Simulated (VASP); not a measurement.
A convergence study with VASP on CaS (rock salt): one setting is varied, all else stays as given below, so the limit is that of these other settings. ε∞ is the independent-particle value.

```
CaS
1.0
    0.00000     2.84500     2.84500
    2.84500     0.00000     2.84500
    2.84500     2.84500     0.00000
Ca S
1 1
Direct
  0.00000   0.00000   0.00000
  0.50000   0.50000   0.50000
```

These are PBE GGA, VASP's PBE PAW potentials (set 64) (plane waves; VASP 6.6.1) values and carry that method's errors. The tightest run used: 550 eV cut-off, 7×7×7 Γ-centred mesh, Gaussian smearing of 0.050 eV, potentials Ca_sv S.

The reference is NBANDS = 136, which took about 80 core-seconds. Times come from single runs on busy shared machines, so they are rough: good to a factor of about 2.

Of the settings NBANDS = 9; NBANDS = 10; NBANDS = 12; NBANDS = 16; NBANDS = 24; NBANDS = 40; NBANDS = 72; NBANDS = 136, which is the lowest that keeps the difference from the reference in mean ε∞ within 0.1 from there on, and what does it cost?

NBANDS = 24; its cost over the reference is about 1/5.
```json
[
 {"setting": "NBANDS = 9", "difference in mean ε∞": "2.82", "cost over the reference": "about 1/10"},
 {"setting": "NBANDS = 10", "difference in mean ε∞": "2.10", "cost over the reference": "about 1/9"},
 {"setting": "NBANDS = 12", "difference in mean ε∞": "1.10", "cost over the reference": "about 1/9"},
 {"setting": "NBANDS = 16", "difference in mean ε∞": "0.22", "cost over the reference": "about 1/7"},
 {"setting": "NBANDS = 24", "difference in mean ε∞": "0.02", "cost over the reference": "about 1/5"},
 {"setting": "NBANDS = 40", "difference in mean ε∞": "0.01", "cost over the reference": "about 1/3"},
 {"setting": "NBANDS = 72", "difference in mean ε∞": "0.00", "cost over the reference": "within a factor of 2"},
 {"setting": "NBANDS = 136", "difference in mean ε∞": "0.00", "cost over the reference": "reference"}
]
```

Left out are rungs that failed or repeat a setting and relaxations that didn't move; long series are thinned to 24 rows.

The compound is CaS in the rock salt structure. The cell was not relaxed at this level.
